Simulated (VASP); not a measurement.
Consider the following.

```yaml
crystal:
  lattice:
    - [0.00000, 2.76466, 2.76466]
    - [2.76466, 0.00000, 2.76466]
    - [2.76466, 2.76466, 0.00000]
  atoms:
    - { symbol: Si, position: [0.25000, 0.25000, 0.25000] }
    - { symbol: Si, position: [0.75000, 0.75000, 0.75000] }
    - { symbol: Ni, position: [0.00000, 0.00000, 0.00000] }
```

These are vdW-DF2, VASP's PBE PAW potentials (set 64) (plane waves; VASP) values and carry that method's errors. Run with 520 eV cut-off, 10×10×10 Γ-centred mesh, first-order Methfessel-Paxton smearing of 0.10 eV, potentials Si Ni.

Task: Give the stress tensor in GPa (positive for a compressed cell).

Result: 
```
3.35  0.00  0.00
0.00  3.35  0.00
0.00  0.00  3.35
```
The pressure is its mean diagonal, 3.35 GPa.

The compound is NiSi2 in the fluorite structure. This cell is one point of a volume scan, at 0.97 of the reference volume. The run is not spin-polarised, so no magnetic state was tried.
